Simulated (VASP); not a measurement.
These are PBEsol GGA, VASP's PBE PAW potentials (set 64) (plane waves; VASP 6.6.1) values and carry that method's errors.

The input files of a VASP run:

File KPOINTS:
```
Automatic mesh
0
Gamma
8 8 6
0 0 0
```

INCAR:
```
ALGO=Normal
EDIFF=1E-7
ENCUT=480
GGA=PS
ISIF=2
ISMEAR=1
LASPH=.TRUE.
LCHARG=.FALSE.
LMAXMIX=4
LREAL=.FALSE.
LWAVE=.FALSE.
NELM=100
PREC=Accurate
SIGMA=0.1
SYSTEM=Ga
```

### POSCAR
```
Ga
4.5247720
  0.4865283995  -0.8382911464   0.0000000000
  0.4865283995   0.8382911464   0.0000000000
  0.0000000000   0.0000000000   0.9999999847
Ga
4
Cart
  0.4865283995   0.5775475328   0.9176341986
  0.4865283995   0.2662687538   0.4176342062
  0.4865283995  -0.2607436136   0.5823657785
  0.4865283995  -0.5775475328   0.0823657861
```

POTCAR, in this order: Ga_d (PBE.64 set). Program: vasp_std.

The resulting files:

OUTCAR:
```
 ion  position               nearest neighbor table
   1  0.156  0.844  0.918-   4 2.47   2 2.66   2 2.66   3 2.67   3 2.67   4 2.73   4 2.73
   2  0.341  0.659  0.418-   3 2.50   1 2.66   1 2.66   4 2.67   4 2.67   3 2.72   3 2.72
   3  0.656  0.344  0.582-   2 2.50   1 2.67   1 2.67   4 2.68   4 2.68   2 2.72   2 2.72
   4  0.844  0.156  0.082-   1 2.47   2 2.67   2 2.67   3 2.68   3 2.68   1 2.73   1 2.73
  LATTYP: Found a base centered orthorhombic cell.
 ALAT       =     4.4028601584
 B/A-ratio  =     1.7230055786
 C/A-ratio  =     1.0276892220
 Subroutine PRICEL returns:
 Original cell was already a primitive cell.
 Subroutine GETGRP returns: Found  2 space group operations
The static configuration has the point symmetry C_1h.
The dynamic configuration has the point symmetry C_1h.
 Subroutine INISYM returns: Found  2 space group operations
 Subroutine IBZKPT returns following result:
 Found    114 irreducible k-points:

 Following reciprocal coordinates:
            Coordinates               Weight
  0.000000  0.000000  0.000000      1.000000
  0.125000  0.000000  0.000000      4.000000
  0.250000  0.000000  0.000000      4.000000
  0.375000  0.000000  0.000000      4.000000
  0.500000  0.000000  0.000000      2.000000
  0.125000  0.125000  0.000000      2.000000
  0.250000  0.125000  0.000000      4.000000
  0.375000  0.125000  0.000000      4.000000
  0.500000  0.125000  0.000000      4.000000
 -0.375000  0.125000  0.000000      4.000000
 -0.250000  0.125000  0.000000      4.000000
 -0.125000  0.125000  0.000000      2.000000
  0.250000  0.250000  0.000000      2.000000
  0.375000  0.250000  0.000000      4.000000
  0.500000  0.250000  0.000000      4.000000
 -0.375000  0.250000  0.000000      4.000000
 -0.250000  0.250000  0.000000      2.000000
  0.375000  0.375000  0.000000      2.000000
  0.500000  0.375000  0.000000      4.000000
 -0.375000  0.375000  0.000000      2.000000
...
```

**OSZICAR**
```
       N       E                     dE             d eps       ncg     rms          rms(c)
DAV:   1     0.345505151216E+03    0.34551E+03   -0.25143E+04  7189   0.305E+03
DAV:   2     0.264881539627E+02   -0.31902E+03   -0.31388E+03  7279   0.548E+02
DAV:   3    -0.124507493153E+02   -0.38939E+02   -0.38536E+02  7957   0.151E+02
DAV:   4    -0.135737422607E+02   -0.11230E+01   -0.11157E+01  7861   0.297E+01
DAV:   5    -0.135985695114E+02   -0.24827E-01   -0.24811E-01  8469   0.449E+00    0.280E+00
DAV:   6    -0.134299388103E+02    0.16863E+00   -0.37043E-01  8481   0.891E+00    0.144E+00
DAV:   7    -0.133932121779E+02    0.36727E-01   -0.84404E-02  9935   0.327E+00    0.366E-01
DAV:   8    -0.133894912552E+02    0.37209E-02   -0.15903E-02  7775   0.187E+00    0.477E-02
DAV:   9    -0.133896463046E+02   -0.15505E-03   -0.20012E-03  8411   0.145E+00    0.289E-02
DAV:  10    -0.133896804727E+02   -0.34168E-04   -0.33084E-04 11310   0.405E-01    0.141E-02
DAV:  11    -0.133896841256E+02   -0.36529E-05   -0.44858E-05 12584   0.142E-01    0.426E-03
DAV:  12    -0.133896844698E+02   -0.34419E-06   -0.12705E-05 10552   0.631E-02    0.166E-03
DAV:  13    -0.133896846519E+02   -0.18207E-06   -0.37878E-06  7869   0.305E-02    0.719E-04
DAV:  14    -0.133896847089E+02   -0.57025E-07   -0.11711E-06  7236   0.181E-02    0.584E-04
DAV:  15    -0.133896846786E+02    0.30304E-07   -0.11195E-07  4339   0.174E-02
   1 F= -.13389685E+02 E0= -.13389877E+02  d E =0.577655E-03
```

**OUTCAR**
```
------------------------ aborting loop because EDIFF is reached ----------------------------------------
  FORCE on cell =-STRESS in cart. coord.  units (eV):
  Direction    XX          YY          ZZ          XY          YZ          ZX
  --------------------------------------------------------------------------------------
  Total        0.2712693      0.1987747      0.2867615      0.0000000      0.0534998      0.0000000
  in kB        5.7515917      4.2145237      6.0800654      0.0000000      1.1343294      0.0000000
  external PRESSURE =       5.3487269 kB  Pullay stress =       0.0000000 kB
  volume of cell :       75.57
      direct lattice vectors                 reciprocal lattice vectors
     2.201430079 -3.793076307  0.000000000     0.227125088 -0.131819125  0.000000000
     2.201430079  3.793076307  0.000000000     0.227125088  0.131819125  0.000000000
     0.000000000  0.000000000  4.524771931     0.000000000  0.000000000  0.221005614
 POSITION                                       TOTAL-FORCE (eV/Angst)
 -----------------------------------------------------------------------------------
      2.20143      2.61327      4.15209         0.000000      0.037802     -0.016624
      2.20143      1.20481      1.88970         0.000000     -0.164264      0.005434
      2.20143     -1.17981      2.63507         0.000000      0.136759     -0.005825
      2.20143     -2.61327      0.37269         0.000000     -0.010296      0.017015
 -----------------------------------------------------------------------------------
    total drift:                                0.000001     -0.001248      0.000369
  FREE ENERGIE OF THE ION-ELECTRON SYSTEM (eV)
  ---------------------------------------------------
  free  energy   TOTEN  =       -13.3896846786 eV

  energy  without entropy=      -13.3902623334  energy(sigma->0) =      -13.38987723
```
(Selected blocks of OUTCAR.)

The compound is Ga in the alpha structure. This cell was strained or had an atom moved on purpose.
